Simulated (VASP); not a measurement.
Set up this calculation in VASP 6.6.1, as the native input.

* Task: single point
* Functional: r2SCAN
* Potentials or basis: VASP PAW PBE potentials, release 64 (Si, B)
* Cutoff: 520 eV
* k mesh: 6 × 6 × 6
* Occupations: gaussian, width 0.1 eV
* Spin: no spin polarisation
* Further INCAR settings: ALGO = Normal; EDIFF = 1e-06

The structure of SiB2 lies in POSCAR:

```
SiB2
1.0
    3.1929500000      1.8434500000      4.5384400000
   -3.1929500000      1.8434500000      4.5384400000
    0.0000000000     -3.6869010000      4.5384400000
Si B
5 10
Direct
    0.7325760000      0.7325760000      0.7325760000
    0.3414220000      0.3414220000      0.3414220000
    0.7237610000      0.1862260000      0.7237610000
    0.7237610000      0.7237610000      0.1862260000
    0.1862260000      0.7237610000      0.7237610000
    0.8758880000      0.3328910000      0.8758880000
    0.3328910000      0.8758880000      0.8758880000
    0.8758880000      0.8758880000      0.3328910000
    0.1366360000      0.6610290000      0.1366360000
    0.1366360000      0.1366360000      0.6610290000
    0.6610290000      0.1366360000      0.1366360000
    0.4935340000      0.4935340000      0.4935340000
    0.1810760000      0.1810760000      0.9186250000
    0.9186250000      0.1810760000      0.1810760000
    0.1810760000      0.9186250000      0.1810760000
```

The cell was built by a generator and needn't be a form met in nature.

One way to write it, as run:

INCAR

```
ALGO = Normal ; EDIFF = 1E-6
ENCUT = 520 ; ISIF = 2
ISMEAR = 0 ; KPAR = 2
LASPH = True ; LCHARG = False
LMIXTAU = True ; LREAL = False
LWAVE = False ; METAGGA = R2SCAN
NELM = 150 ; PREC = Accurate
SIGMA = 0.1
```

KPOINTS

```
k-points
0
Gamma
  6 6 6
```

Potentials or basis: VASP PAW PBE potentials, release 64 (Si, B).

Launch:

```sh
$ cat potpaw_PBE.64/Si/POTCAR potpaw_PBE.64/B/POTCAR > POTCAR
$ mpirun -np 2 vasp_std > vasp.out
```

Results of the run:

- Pressure: -1.0 GPa
- Largest force: 0.249 eV/Å
- Band gap on the k mesh: none (metal or under the smearing width)

Caveat: the PAW data sets were made with another functional, which shifts forces and pressure a little.

It took 6.3 min on 2 MPI ranks on Intel(R) Xeon(R) Platinum 8375C CPU @ 2.90GHz (Ice Lake), on a shared host, peak memory 0.41 GiB a rank.
